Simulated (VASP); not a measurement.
```
B P
1.0
     0.00000    2.26900    2.26900
     2.26900    0.00000    2.26900
     2.26900    2.26900    0.00000
B P
1 1
Direct
  0.00000 0.00000 0.00000
  0.25000 0.25000 0.25000
```

```yaml
orbitals: PBE
datasets: PAW potentials of the _GW family
k_mesh: 6×6×6
bands_in_all: 235
response_cutoff: 180 eV
wave_cutoff: 318.6 eV
frequencies: real axis, 200 points
long-wave_heads: k·p
q_→_0_term: probe-charge (Ewald) weight
potentials: B_GW, P_GW
band_sums: cut at the band count
```

Program: VASP. The Kohn-Sham gap (from Γ to X) is 1.33 eV.

**Question.** By how much does G0W0 change the gap?

**Answer.** By +0.70 eV, to 2.03 eV. The valence edge moves by -0.65 eV (Z = 0.79) and the conduction edge by +0.05 eV (Z = 0.80).

Band sums or response are cut, so the gap isn't at its basis limit. The gap is read among the points solved; the crystal's band edges can lie elsewhere.
